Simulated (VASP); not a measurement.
Input of a VASP 6.6.1 run:

INCAR

```
PREC = Accurate ; ENCUT = 520
EDIFF = 1E-7 ; ISMEAR = 0
SIGMA = 0.02 ; LREAL = False
LASPH = True ; NELM = 80
ALGO = Fast ; ISIF = 2
LWAVE = False ; LCHARG = False
GGA = PE ; IBRION = 2
NSW = 80 ; EDIFFG = -0.002
```

File KPOINTS:

```
Automatic mesh
0
Gamma
  9 9 6
```

POSCAR

```
CdS                                     
1.0
    4.2317137944      0.0000000000      0.0000000000
   -2.1158568972      3.6647716520      0.0000000000
    0.0000000000      0.0000000000      6.8869167230
  Cd              S             
     2     2
Direct
     0.3333333300000021    0.6666666699999979    0.9992266096424771
     0.6666666699999979    0.3333333300000021    0.4992266096424771
     0.3333333300000021    0.6666666699999979    0.3757733903575229
     0.6666666699999979    0.3333333300000021    0.8757733903575229
```

Potentials or basis: VASP PAW PBE potentials, release 64 (Cd, S).

Command:

```console
$ cat potpaw_PBE.64/Cd/POTCAR potpaw_PBE.64/S/POTCAR > POTCAR
$ mpirun -np 1 vasp_std > vasp.out
```

(1) What does it give for the band gap on the k mesh?

Results:

(1) 1.05 eV, direct.

Caveat: the relaxation stopped at its first step, so nothing moved.
